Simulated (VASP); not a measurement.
Energy against volume of TiCo (CsCl type). Method: optB86b-vdW, VASP's PBE PAW potentials (set 64) (plane waves; VASP 6.6.1). Run with 520 eV cut-off, 12×12×12 Γ-centred mesh, first-order Methfessel-Paxton smearing of 0.10 eV, potentials Ti_sv Co.

| V (Å³/atom) | E (eV/atom) |
|---|---|
| 12.414 | -5.25287 |
| 12.798 | -5.25933 |
| 13.182 | -5.25247 |
| 13.566 | -5.23417 |

Task: Fit these four points and predict the energy of the run at 12.030 Å³/atom.

Result: A cubic in V^(−2/3), the third-order Birch-Murnaghan form, passes through the four points with V0 = 12.78 Å³/atom and B0 = 186 GPa, and gives -5.2309 eV/atom there. The run gave -5.2309 eV/atom, +0.0 meV/atom from the fit; all five points give B0 = 186 GPa.

The compound is TiCo in the CsCl type structure. It was relaxed first. The run is not spin-polarised, so no magnetic state was tried.
